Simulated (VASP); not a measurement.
Data:

```
CELL_PARAMETERS angstrom
      0.00000     2.70500     2.70500
      2.70500     0.00000     2.70500
      2.70500     2.70500     0.00000
ATOMIC_POSITIONS crystal
  Zn 0.00000 0.00000 0.00000
  S  0.25000 0.25000 0.25000
```

The numbers are results of PBE GGA + U (Dudarev), VASP's PBE PAW potentials (set 64) (plane waves; VASP), not measurements. Settings: 400 eV cut-off, 8×8×8 Γ-centred mesh, Gaussian smearing of 0.050 eV, potentials Zn S, U − J: Zn 5.00 eV.

Q: Predict the energy per atom (σ→0), band gap (on the k-mesh) with the smallest direct gap where there is one.

A: 
The band gap (on the k-mesh) is 2.42 eV, the smallest direct gap (on the k-mesh) comes out as 2.42 eV and the energy per atom (σ→0) is -3.255 eV/atom.

Only differences to runs with the same potentials and settings are physical.

The compound is ZnS in the zinc blende structure. The cell was not relaxed at this level. The run is one of a series of settings (LDAU = .TRUE., LDAUJ = 0 0, LDAUL = 2 -1, LDAUTYPE = 2, LDAUU = 5.0 0, LMAXMIX = 2 against the base run), some of them coarse on purpose.
